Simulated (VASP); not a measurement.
**Ir2Pt: density of states with PBE**

The system is Ir2Pt.

```
Ir Pt
1.0
     0.00000    3.45619    3.45619
     3.45619    0.00000    3.45619
     3.45619    3.45619    0.00000
Ir Pt
4 2
Direct
  0.62500 0.62500 0.62500
  0.12500 0.62500 0.62500
  0.62500 0.62500 0.12500
  0.62500 0.12500 0.62500
  0.00000 0.00000 0.00000
  0.25000 0.25000 0.25000
```

The cell was built by a generator and needn't be a form met in nature.

```json
{
  "Program": "VASP 6.6.1",
  "Task": "density of states",
  "Functional": "PBE",
  "Potentials or basis": "VASP PAW PBE potentials, release 64 (Ir, Pt)",
  "Cutoff": "520 eV",
  "k mesh": "7 × 7 × 7",
  "Occupations": "methfessel-paxton, width 0.0116 eV",
  "Spin": "no spin polarisation",
  "Dipole correction": "no",
  "k mesh for the DOS": "11 × 11 × 11",
  "Occupations for the DOS": "tetrahedron",
  "Further INCAR settings": "ALGO = Normal; EDIFF = 1e-07; NBANDS = 37"
}
```

```
Valence electrons inside the program's atomic spheres : Ir 8.92; Pt 9.24
```

Levels at points of the mesh, in eV from the Fermi level:
```csv
k point,band 25,band 26,band 27,band 28,band 29,band 30,band 31,band 32
"(0.00, 0.00, 0.00)",-0.06,-0.06,0.70,0.83,0.83,3.39,3.39,3.39
```

States per cell in windows of 1 eV (zero at the Fermi level; states under -8 eV left out):
```
from (eV)  total  Pt5_d  Pt6_d  Ir1_d  Ir2_d  Ir3_d  Ir4_d
     -8.0   5.61   0.33   0.33   0.79   0.79   0.79   0.79
     -7.0   5.05   0.37   0.37   0.86   0.86   0.86   0.86
     -6.0   8.08   1.08   1.08   1.16   1.16   1.16   1.16
     -5.0   7.47   1.22   1.22   0.76   0.76   0.76   0.76
     -4.0   6.36   1.46   1.46   0.59   0.59   0.59   0.59
     -3.0   5.06   1.23   1.23   0.51   0.51   0.51   0.51
     -2.0   4.46   0.93   0.93   0.55   0.55   0.55   0.55
     -1.0   9.56   1.31   1.31   1.56   1.56   1.56   1.56
      0.0   5.74   0.71   0.71   0.93   0.93   0.93   0.93
      1.0   2.77   0.21   0.21   0.40   0.40   0.40   0.40
      2.0   2.57   0.18   0.18   0.31   0.31   0.31   0.31
      3.0   1.06   0.08   0.08   0.10   0.10   0.10   0.10
      4.0   1.91   0.07   0.07   0.20   0.20   0.20   0.20
      5.0   1.16   0.05   0.05   0.08   0.08   0.08   0.08
      6.0   1.45   0.05   0.05   0.07   0.07   0.07   0.07
      7.0   1.32   0.03   0.03   0.05   0.05   0.05   0.05
```

Wall time 2.3 min on 1 thread of Intel(R) Xeon(R) 6975P-C (Granite Rapids) (shared host), peak memory 0.29 GiB.

 The run has no spin-orbit coupling, so splittings on Ir, Pt are missing.
